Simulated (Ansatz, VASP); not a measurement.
SnAu in VASP and in Ansatz

```
CELL_PARAMETERS angstrom
4.29411 0.00000 0.00000
-2.14706 3.71881 0.00000
0.00000 0.00000 5.50604
ATOMIC_POSITIONS crystal
Sn 0.33333 0.66667 0.25000
Sn 0.66667 0.33333 0.75000
Au 0.00000 0.00000 0.00000
Au 0.00000 0.00000 0.50000
```

Alike in both runs: functional LDA; k mesh 12 × 12 × 8; occupations gaussian, width 0.1 eV; no spin polarisation.

Ansatz relaxed the structure, and its values are those at the end. VASP's run is a single point on that final structure, the one shown.

|  | VASP | Ansatz |
| --- | --- | --- |
| version | VASP 6.6.1 | Ansatz 0.2.0 |
| potentials or method | VASP PAW LDA potentials, release 64 (Sn_d, Au) | scalar-relativistic, plane waves, PAW |
| plane-wave cutoff (eV) | 520 | 420 |
| valence electrons in the cell | 50 | 66 |

```tsv
	VASP	Ansatz	Ansatz less VASP
gap on the k mesh at the Fermi level (eV)	none	none	-
pressure (GPa)	0.1	0.0	-0.11
```

A gap of «none» marks a metal or a gap that the smearing closes. The two sets of potentials don't hold the same shells in valence.

The runs have no spin-orbit coupling, so splittings on Au are missing.
